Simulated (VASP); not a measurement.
Given:

```yaml
crystal:
  lattice:
    - [-2.16792, 2.16792, 4.99280]
    - [2.16792, -2.16792, 4.99280]
    - [2.16792, 2.16792, -4.99280]
  atoms:
    - { symbol: La, position: [0.00146, 0.00146, 0.00000] }
    - { symbol: Si, position: [0.23785, 0.73785, 0.50000] }
    - { symbol: Si, position: [0.73785, 0.23785, 0.50000] }
    - { symbol: Si, position: [0.58746, 0.58746, 0.00000] }
    - { symbol: Ir, position: [0.34588, 0.34588, 0.00000] }
```

Calculation: PBEsol GGA, VASP's PBE PAW potentials (set 64) (plane waves; VASP). Run with 300 eV cut-off, 9×9×9 Γ-centred mesh, Gaussian smearing of 0.10 eV, potentials La Si Ir.

At this cut-off the stress carries a Pulay error, which pulls relaxed volumes low. Unless said otherwise, spin-orbit coupling is left out, though it shifts the bands of the heavy elements here.

Question: Estimate the energy per atom (σ→0), pressure, largest force, band gap (on the k-mesh) with the smallest direct gap where there is one.

Answer: 
```
Item                                                         Value
------------------------  ----------------------------------------
band gap (on the k-mesh)  none (metal, semimetal or under 0.01 eV)
energy per atom (σ→0)                               -7377 meV/atom
pressure                                                 -7.10 GPa
largest force                                           0.208 eV/Å
```

Only differences to runs with the same potentials and settings are physical.

The structure comes from a computed database's LaSi3Ir entry (I4mm); how it stands against other phases isn't given here. The cell was not relaxed at this level.
